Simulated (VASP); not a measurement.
Level of theory: LDA (Ceperley-Alder, Perdew-Zunger), VASP's LDA PAW potentials (set 64) (plane waves; VASP 6.6.1). Each cell was relaxed at this level.

### Question
Which of these has an unstable (imaginary) mode at Γ?
A. MgZr, P4/mmm (123)
B. Ag3SI, Pm-3m (221)
C. TiAl3, Pm-3m (221)
D. Si2Ni, Fm-3m (225)

### Answer
B, Ag3SI, Pm-3m (221). Its optical Γ-point modes are 83i (×3), 57i (×3), 29 (×3), 327 (×3) cm⁻¹.
